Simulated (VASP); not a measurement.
# Si (Fd-3m) in VASP: elastic constants with r2SCAN

Aim: the elastic constants of Si with r2SCAN.

All numbers are computed with VASP 6.6.1; they aren't measurements. Logs are shortened: lines on timing, memory, paths and dates and some standing lists are left out, and cuts for length are marked.

### 1 The crystal as given

Symmetry: Fd-3m, No. 227, cubic system. The conventional cell has a = 5.437 Å, b = 5.437 Å, c = 5.437 Å, α = 90.00°, β = 90.00°, γ = 90.00°. Si (site symmetry -43m) has 4 Si at 2.35 Å as nearest neighbours.

### 2 Elastic constants, r2SCAN

Input file POSCAR:

```
Si
1.0
    0.0000000000      2.7185000000      2.7185000000
    2.7185000000      0.0000000000      2.7185000000
    2.7185000000      2.7185000000      0.0000000000
Si
2
Direct
    0.5000000000      0.5000000000      0.5000000000
    0.7500000000      0.7500000000      0.7500000000
```

Input file INCAR.step1:

```
SYSTEM = Si
PREC = Accurate ; ENCUT = 600
EDIFF = 1E-8 ; ISMEAR = 0
SIGMA = 0.1 ; LREAL = .False.
LASPH = .True. ; NELM = 60
ALGO = Normal ; ISIF = 3
LWAVE = .False. ; LCHARG = .False.
METAGGA = R2SCAN ; LMIXTAU = .True.
IBRION = 2 ; NSW = 40
EDIFFG = -0.002
```

Input file INCAR.step2:

```
SYSTEM = Si
PREC = Accurate ; ENCUT = 600
EDIFF = 1E-8 ; ISMEAR = 0
SIGMA = 0.1 ; LREAL = .False.
LASPH = .True. ; NELM = 60
ALGO = Normal ; ISIF = 3
LWAVE = .False. ; LCHARG = .False.
METAGGA = R2SCAN ; LMIXTAU = .True.
IBRION = 6 ; NFREE = 2
POTIM = 0.015 ; NSW = 1
```

Input file KPOINTS:

```
Automatic mesh
0
Gamma
  14 14 14
  0 0 0
```

Potentials or basis: VASP PAW PBE potentials, release 64 (Si).

Started as:

```
$ cat potpaw_PBE.64/Si/POTCAR > POTCAR
$ cp INCAR.step1 INCAR
$ mpirun -np 1 vasp_std > vasp.out
$ cp CONTCAR POSCAR
$ cp INCAR.step2 INCAR
$ mpirun -np 1 vasp_std > vasp.out
```

OUTCAR:

```text
SYSTEM = Si
   PREC = Accurate
   ENCUT = 600
   EDIFF = 1E-8
   ISMEAR = 0
   LREAL = .False.
   LASPH = .True.
   NELM = 60
   ISIF = 3
   METAGGA = R2SCAN
   IBRION = 6
   NFREE = 2
   POTIM = 0.015
   NSW = 1

 ion  position               nearest neighbor table
   1  0.500  0.500  0.500-   2 2.36   2 2.36   2 2.36   2 2.36
   2  0.750  0.750  0.750-   1 2.36   1 2.36   1 2.36   1 2.36

  LATTYP: Found a face centered cubic cell.
 ALAT       =     5.4397158724

  Lattice vectors:

 A1 = (   0.0000000000,   2.7198579362,   2.7198579362)
 A2 = (   2.7198579362,   0.0000000000,   2.7198579362)
 A3 = (   2.7198579362,   2.7198579362,   0.0000000000)

Analysis of symmetry for initial positions (statically):
=====================================================================
 Subroutine PRICEL returns:
 Original cell was already a primitive cell.

 Routine SETGRP: Setting up the symmetry group for a
 face centered cubic supercell.

 Subroutine GETGRP returns: Found 48 space group operations
 (whereof 24 operations were pure point group operations)
 out of a pool of 48 trial point group operations.

The static configuration has the point symmetry T_d .
 The point group associated with its full space group is O_h .

Analysis of symmetry for dynamics (positions and initial velocities):
=====================================================================
 Subroutine PRICEL returns:
 Original cell was already a primitive cell.

 Routine SETGRP: Setting up the symmetry group for a
 face centered cubic supercell.

 Subroutine GETGRP returns: Found 48 space group operations
 (whereof 24 operations were pure point group operations)
 out of a pool of 48 trial point group operations.

The dynamic configuration has the point symmetry T_d .
 The point group associated with its full space group is O_h .

 Subroutine INISYM returns: Found 48 space group operations
 (whereof 24 operations are pure point group operations),
 and found     1 'primitive' translations

----------------------------------------------------------------------------------------

                                     Primitive cell

  volume of cell :      40.2410

  direct lattice vectors                    reciprocal lattice vectors
     0.000000000  2.719857936  2.719857936    -0.183833131  0.183833131  0.183833131
     2.719857936  0.000000000  2.719857936     0.183833131 -0.183833131  0.183833131
     2.719857936  2.719857936  0.000000000     0.183833131  0.183833131 -0.183833131

  length of vectors
     3.846459981  3.846459981  3.846459981     0.318408323  0.318408323  0.318408323

  position of ions in fractional coordinates (direct lattice)
     0.500000000  0.500000000  0.500000000
     0.750000000  0.750000000  0.750000000

  ion indices of the primitive-cell ions
   primitive index   ion index
                 1           1
                 2           2

----------------------------------------------------------------------------------------

 KPOINTS: Automatic mesh

Automatic generation of k-mesh.
 Grid dimensions read from file:
 generate k-points for:   14   14   14

[... 107 lines left out ...]
  ---------------------------------------------------
  ext. energy  EPLUGINS =         0.00000000
  ---------------------------------------------------
  free energy    TOTEN  =       -17.55014548 eV

  energy without entropy =      -17.55014548  energy(sigma->0) =      -17.55014548

------------------------ aborting loop because EDIFF is reached ----------------------------------------

  FORCE on cell =-STRESS in cart. coord.  units (eV):
  Direction    XX          YY          ZZ          XY          YZ          ZX
  --------------------------------------------------------------------------------------
  -------------------------------------------------------------------------------------
  Total        0.0011825      0.0011825      0.0011825     -0.0000000      0.0000000      0.0000000
  in kB        0.0470823      0.0470823      0.0470823     -0.0000000      0.0000000      0.0000000
  external PRESSURE =       0.0470823 kB  Pullay stress =       0.0000000 kB
[... 89 lines left out ...]
  FREE ENERGIE OF THE ION-ELECTRON SYSTEM (eV)
  ---------------------------------------------------
  free  energy   TOTEN  =       -17.5453277610 eV

  energy  without entropy=      -17.5453277502  energy(sigma->0) =      -17.54532776

[... ionic steps 4 to 12 ...]

--------------------------------------- Ionic step       13  -------------------------------------------

 number of electron       8.0000000 magnetization

------------------------ aborting loop because EDIFF is reached ----------------------------------------
[... 67 lines left out ...]
--------------------------------------- Ionic step       15  -------------------------------------------

 number of electron       8.0000000 magnetization

 Free energy of the ion-electron system (eV)
  ---------------------------------------------------
  ext. energy  EPLUGINS =         0.00000000
  ---------------------------------------------------
  free energy    TOTEN  =       -17.54858379 eV

  energy without entropy =      -17.54858379  energy(sigma->0) =      -17.54858379

 E-fermi :   6.1040     XC(G=0):  -9.8355

 val. band max:        5.7637301973   @ k =   0.0000   0.0000   0.0000
 cond. band min:       6.4675352922   @ k =   0.0000   0.4286   0.4286
 fundamental gap:      0.7038050949
 Fermi energy:         6.1040365461

 k-point     1 :       0.0000    0.0000    0.0000
  band No.  band energies     occupation
      1      -6.8042      2.00000
      2       5.6103      2.00000
      3       5.6876      2.00000
      4       5.7637      2.00000
      5       8.3978      0.00000
      6       8.4423      0.00000
      7       8.4884      0.00000
      8       9.6143      0.00000
[... 243 lines left out ...]
 k-point    24 :       0.2857    0.1429    0.0000
  band No.  band energies     occupation
      1      -5.7966      2.00000
      2       1.8386      2.00000
      3       4.0329      2.00000
      4       4.1082      2.00000
      5       7.9946      0.00000
      6       9.9824      0.00000
      7      10.5690      0.00000
      8      10.7378      0.00000

 [... further k-points ...]
[... 5 lines left out ...]
  --------------------------------------------------------------------------------------
  -------------------------------------------------------------------------------------
  Total        0.0006813      0.0044207      0.0044207      0.0000000     -0.1426643      0.0000000
  in kB        0.0271254      0.1760079      0.1760079      0.0000000     -5.6801172      0.0000000
  external PRESSURE =       0.1263804 kB  Pullay stress =       0.0000000 kB
[... 17 lines left out ...]
  FREE ENERGIE OF THE ION-ELECTRON SYSTEM (eV)
  ---------------------------------------------------
  free  energy   TOTEN  =       -17.5485837949 eV

  energy  without entropy=      -17.5485837945  energy(sigma->0) =      -17.54858379

 INTERNAL STRAIN TENSORS FROM STRAINED CELLS
 ============================================

 INTERNAL STRAIN TENSOR FOR ION    1 for displacements in x,y,z  (eV/Angst):
          X           Y           Z          XY          YZ          ZX
  --------------------------------------------------------------------------------
  x    -0.00000     0.00000    -0.00000     0.00000     9.51300     0.00000
  y    -0.00000     0.00000    -0.00000     0.00000     0.00000     9.51101
  z    -0.00000     0.00000    -0.00000     9.51258     0.00000     0.00000

 INTERNAL STRAIN TENSORS FROM DISPLACED ATOMS
 ============================================

 INTERNAL STRAIN TENSOR FOR ION    1 for displacements in x,y,z  (eV/Angst):
          X           Y           Z          XY          YZ          ZX
  --------------------------------------------------------------------------------
  x     0.00000    -0.00000    -0.00000     0.00000     9.51051     0.00000
  y     0.00000     0.00000     0.00000     0.00000     0.00000     9.51051
  z    -0.00000    -0.00000     0.00000     9.51051     0.00000     0.00000

 INTERNAL STRAIN TENSOR FOR ION    2 for displacements in x,y,z  (eV/Angst):
          X           Y           Z          XY          YZ          ZX
  --------------------------------------------------------------------------------
  x    -0.00000     0.00000     0.00000     0.00000    -9.51051     0.00000
  y    -0.00000    -0.00000    -0.00000     0.00000     0.00000    -9.51051
  z     0.00000     0.00000    -0.00000    -9.51051     0.00000     0.00000

 Eigenvectors and eigenvalues of the dynamical matrix
 ----------------------------------------------------

   1 f  =   15.544748 THz    97.670532 2PiTHz  518.516979 cm-1    64.287883 meV
             X         Y         Z           dx          dy          dz
      2.719858  2.719858  2.719858     0.000000   -0.707107    0.000000
      4.079787  4.079787  4.079787     0.000000    0.707107    0.000000
[... 21 lines left out ...]
   6 f  =    0.000000 THz     0.000000 2PiTHz    0.000000 cm-1     0.000000 meV
             X         Y         Z           dx          dy          dz
      2.719858  2.719858  2.719858     0.000000    0.000000    0.707107
      4.079787  4.079787  4.079787     0.000000    0.000000    0.707107

--------------------------------------------------------------------------------------------------------

 ELASTIC MODULI CONTR FROM IONIC RELAXATION (kBar)
 Direction    XX          YY          ZZ          XY          YZ          ZX
 --------------------------------------------------------------------------------
 XX          -0.0000      0.0000      0.0000      0.0000     -0.0000     -0.0000
 YY           0.0000     -0.0000     -0.0000      0.0000      0.0000     -0.0000
 ZZ           0.0000     -0.0000     -0.0000     -0.0000      0.0000     -0.0000
 XY           0.0000      0.0000     -0.0000   -259.3815      0.0000      0.0000
 YZ          -0.0000      0.0000      0.0000      0.0000   -259.3815      0.0000
 ZX          -0.0000     -0.0000     -0.0000      0.0000      0.0000   -259.3815
 --------------------------------------------------------------------------------

 TOTAL ELASTIC MODULI (kBar)
 Direction    XX          YY          ZZ          XY          YZ          ZX
 --------------------------------------------------------------------------------
 XX        1687.7335    618.4216    618.4216     -0.0000     -0.0000     -0.0000
 YY         618.4216   1687.7335    618.4216     -0.0000     -0.0000      0.0000
 ZZ         618.4216    618.4216   1687.7335      0.0000      0.0000     -0.0000
 XY          -0.0000     -0.0000      0.0000    825.1771      0.0000      0.0000
 YZ          -0.0000     -0.0000      0.0000      0.0000    825.1771      0.0000
 ZX          -0.0000      0.0000     -0.0000      0.0000      0.0000    825.1771
 --------------------------------------------------------------------------------
```

Run time: 1.8 h. Hardware: 1 thread of AMD EPYC 9R45 (Zen 5), shared host; peak memory 0.5 GiB.

What came out:

* Relaxed volume: 20.12 Å³/atom
* Relaxed cell: a = 3.846 Å, b = 3.846 Å, c = 3.846 Å, α = 60.00°, β = 60.00°, γ = 60.00°
* Space group after relaxing (to 0.05 Å): Fd-3m (No. 227)
* Elastic constants C11, C12, C44: 169, 62, 83 GPa
* Voigt bulk modulus: 97 GPa
* Highest phonon frequency at Γ: 519 cm⁻¹

Final structure:
```xyz
2
Lattice="0.0000 2.7199 2.7199 2.7199 0.0000 2.7199 2.7199 2.7199 0.0000" Properties=species:S:1:pos:R:3 pbc="T T T"
Si    2.7199    2.7199    2.7199
Si    4.0798    4.0798    4.0798
```

Phonon frequencies in cm⁻¹ (negative: imaginary):
```
              q point        frequencies
(0.000, 0.000, 0.000)  0 0 0 519 519 519
```

Elastic tensor in Voigt notation (GPa, in the Cartesian axes of the cell as first typed):
```
169  62  62   0   0   0
 62 169  62   0   0   0
 62  62 169   0   0   0
  0   0   0  83   0   0
  0   0   0   0  83   0
  0   0   0   0   0  83
```

Clamped-ion elastic tensor (GPa):
```
169  62  62   0   0   0
 62 169  62   0   0   0
 62  62 169   0   0   0
  0   0   0 108   0   0
  0   0   0   0 108   0
  0   0   0   0   0 108
```

Caveat: the PAW data sets were made with another functional, which shifts forces and pressure a little.
